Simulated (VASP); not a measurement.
A convergence study with VASP on Nb (bcc): a few settings are varied, all else stays as given below, so the limit is that of these other settings. The cell's lengths are 1 % over those of the tabulated start, so it is off equilibrium.

```
CELL_PARAMETERS angstrom
     -1.66650     1.66650     1.66650
      1.66650    -1.66650     1.66650
      1.66650     1.66650    -1.66650
ATOMIC_POSITIONS crystal
  Nb 0.00000 0.00000 0.00000
```

Computed with PBEsol GGA, VASP's PBE PAW potentials (set 64) (plane waves; VASP 6.6.1). The last row used: LREAL = Auto, 600 eV cut-off, 13×13×13 Γ-centred mesh, first-order Methfessel-Paxton smearing of 0.10 eV, potentials Nb_sv.

```tsv
setting	E (eV/atom)	pressure (GPa)	plane waves
ENCUT = 300, LREAL = .FALSE., PREC = Normal	-10.9141	-11.09	236
ENCUT = 400, LREAL = .FALSE., PREC = Normal	-10.9231	-10.64	358
ENCUT = 500, LREAL = .FALSE., PREC = Normal	-10.9267	-10.11	479
ENCUT = 600, LREAL = .FALSE., PREC = Normal	-10.9270	-10.03	632
ENCUT = 500, LREAL = .FALSE., PREC = Accurate	-10.9267	-10.11	479
ENCUT = 600, LREAL = .FALSE., PREC = Accurate	-10.9270	-10.03	632
ENCUT = 300, LREAL = Auto, PREC = Normal	-10.9136	-11.12	236
ENCUT = 400, LREAL = Auto, PREC = Normal	-10.9233	-10.70	358
ENCUT = 500, LREAL = Auto, PREC = Normal	-10.9265	-10.07	479
ENCUT = 600, LREAL = Auto, PREC = Normal	-10.9268	-9.99	632
ENCUT = 300, LREAL = Auto, PREC = Accurate	-10.9127	-11.21	236
ENCUT = 400, LREAL = Auto, PREC = Accurate	-10.9230	-10.65	358
ENCUT = 500, LREAL = Auto, PREC = Accurate	-10.9264	-10.10	479
ENCUT = 600, LREAL = Auto, PREC = Accurate	-10.9267	-10.02	632
```

Left out are rungs that failed or repeat a setting and relaxations that didn't move; long series are thinned to 24 rows.

The compound is Nb in the bcc structure. The cell was not relaxed at this level.
